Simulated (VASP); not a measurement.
Method: PBE GGA, VASP's PBE PAW potentials (set 64) (plane waves; VASP).

Input for VASP

### POSCAR
```
GdN
1
    0.0000000000     2.4784340000     2.5299830000
    2.5289030000     0.0000000000     2.5299830000
    2.5289030000     2.4784340000     0.0000000000
Gd N
1 1
Direct
  0.0000000000   0.0000000000   0.0000000000
  0.4885390000   0.5114610000   0.5114610000
```

**KPOINTS**
```
Automatic mesh
0
Gamma
8 8 8
0 0 0
```

**INCAR**
```
ALGO = Normal   ! blocked Davidson
GGA = PE
LWAVE = .FALSE.
SYSTEM = GdN
NELM = 100   ! most electronic steps
LMAXMIX = 6
LCHARG = .FALSE.
PREC = Accurate
ISIF = 2
ENCUT = 520   ! plane-wave cut-off (eV)
EDIFF = 1E-8
SIGMA = 0.05
LASPH = .TRUE.   ! aspherical one-centre terms
LREAL = .FALSE.   ! projection in real space or not
ISMEAR = 0   ! Gaussian
```

POTCAR, in this order: Gd_3 N (PBE.64 set). Program: vasp_std.

The 4f electrons are frozen in the core of the lanthanide potential, so 4f levels, which can set the real gap, and their magnetism are missing.

Task: Estimate the energy per atom (σ→0), pressure.

Result: 
| Quantity | Value |
|---|---|
| energy per atom (σ→0) | -8.074 eV/atom |
| pressure | -3.67 GPa |

File OSZICAR:
```
...
DAV:  10    -0.161484150228E+02   -0.28240E-03   -0.60226E-04  2947   0.230E-01    0.437E-01
DAV:  11    -0.161483988225E+02    0.16200E-04   -0.15630E-04  2622   0.942E-02    0.165E-02
DAV:  12    -0.161483998785E+02   -0.10559E-05   -0.86866E-06  2707   0.255E-02    0.147E-02
DAV:  13    -0.161483996138E+02    0.26471E-06   -0.25520E-06  2697   0.103E-02    0.413E-03
DAV:  14    -0.161483996771E+02   -0.63393E-07   -0.88170E-08  2611   0.293E-03    0.204E-03
DAV:  15    -0.161483996999E+02   -0.22761E-07   -0.90708E-09  1891   0.783E-04    0.476E-04
DAV:  16    -0.161483997022E+02   -0.23218E-08   -0.13547E-09  1603   0.306E-04
   1 F= -.16148400E+02 E0= -.16148345E+02  d E =-.109587E-03
```

The compound is GdN in the rock salt structure. The cell was not relaxed at this level, atoms are displaced from their ideal sites. The run is one of a series of settings (EDIFF = 1E-8 against the base run), some of them coarse on purpose.
